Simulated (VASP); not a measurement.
Given:

```
CELL_PARAMETERS angstrom
      0.00000     2.96797     2.96797
      2.96797     0.00000     2.96797
      2.96797     2.96797     0.00000
ATOMIC_POSITIONS crystal
  Mg 0.00000 0.00000 0.00000
  Se 0.25000 0.25000 0.25000
```

The numbers are results of PBEsol GGA, VASP's PBE PAW potentials (set 64) (plane waves; VASP 6.6.1), not measurements. Settings: 500 eV cut-off, 8×8×8 Γ-centred mesh, Gaussian smearing of 0.050 eV, potentials Mg Se.

Energy and stress use the plane-wave basis of the starting cell.

### Question
The ions, cell shape and volume at an external pressure of 5.0 GPa are relaxed. What does this cell relax into?

### Answer

```
CELL_PARAMETERS angstrom
      0.00000     2.88343     2.88343
      2.88343     0.00000     2.88343
      2.88343     2.88343     0.00000
ATOMIC_POSITIONS crystal
  Mg 0.00000 0.00000 0.00000
  Se 0.25000 0.25000 0.25000
```
Space group F-43m (216), at a tolerance of 0.03 Å.

### Question
How do energy and volume change from the first to the last step?

### Answer
The energy (σ→0) changes by +31.7 meV/atom and the volume by -8.3 %, in 3 ionic steps.

| step | E(σ→0) (eV) | max force (eV/Å) | pressure (GPa) | volume (Å³) |
|---|---|---|---|---|
| 1 | -8.0058 | 0.000 | 0.03 | 52.29 |
| 2 | -7.8823 | 0.000 | 7.40 | 46.39 |
| 3 | -7.9424 | 0.000 | 5.00 | 47.95 |

The structure was generated: MgSe was put into the zinc blende type (F-43m), which need not be its known phase. This run relaxes it under an external pressure of 5 GPa. Symmetry was kept, so distortions that lower it aren't found.
